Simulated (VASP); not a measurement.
Here is the system:

```
CELL_PARAMETERS angstrom
      0.00000     1.78117     1.78117
      1.78117     0.00000     1.78117
      1.78117     1.78117     0.00000
ATOMIC_POSITIONS crystal
  C  0.00000 0.00000 0.00000
  C  0.25000 0.25000 0.25000
```

Method: revTPSS meta-GGA, VASP's PBE PAW potentials (set 64) (plane waves; VASP). Settings: 520 eV cut-off, 13×13×13 Γ-centred mesh, Gaussian smearing of 0.050 eV, potentials C.

**Question.** What does the run give for the energy per atom (σ→0)?

**Answer.** 
```json
{
 "energy per atom (σ→0)": "-10.246 eV/atom"
}
```

Only differences to runs with the same potentials and settings are physical.

The compound is C in the diamond structure. It was relaxed first.
